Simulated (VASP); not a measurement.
OSZICAR of a VASP run on Rb (bcc):

OSZICAR:
```
       N       E                     dE             d eps       ncg     rms          rms(c)
DAV:   1     0.454551503193E+02    0.45455E+02   -0.33704E+03   464   0.830E+02
DAV:   2     0.161735937404E+01   -0.43838E+02   -0.43501E+02   528   0.137E+02
DAV:   3    -0.847847384804E+00   -0.24652E+01   -0.24648E+01   616   0.375E+01
DAV:   4    -0.924872389793E+00   -0.77025E-01   -0.76854E-01   744   0.529E+00
DAV:   5    -0.925193426936E+00   -0.32104E-03   -0.32082E-03   648   0.308E-01    0.134E+00
DAV:   6    -0.925487095347E+00   -0.29367E-03   -0.19964E-03   760   0.300E-01    0.811E-01
DAV:   7    -0.926268236758E+00   -0.78114E-03   -0.35516E-03   600   0.408E-01    0.483E-02
DAV:   8    -0.926369716960E+00   -0.10148E-03   -0.12393E-04   648   0.108E-01    0.151E-02
DAV:   9    -0.926380416465E+00   -0.10700E-04   -0.91949E-06   752   0.278E-02    0.483E-03
DAV:  10    -0.926379952299E+00    0.46417E-06   -0.33149E-06   664   0.120E-02
   1 F= -.10339307E+01 E0= -.10334204E+01  d E =-.103393E+01
```

**Question.** Which electronic solver shows in the log?

**Answer.** It is blocked Davidson (ALGO = Normal, or the opening steps of other solvers). The INCAR had ALGO = Normal.

**Question.** Can the final energy be trusted as converged?

**Answer.** Self-consistency was reached. It stopped with EDIFF = 1E-6, NELM = 100, NSW = 60 and EDIFFG = -0.01 after 1 ionic step (PBE GGA with D3 dispersion (Becke-Johnson damping), plane waves, VASP's PBE PAW potentials (set 64)).

The compound is Rb in the bcc structure. It was relaxed first. The start is the result of an earlier pass.
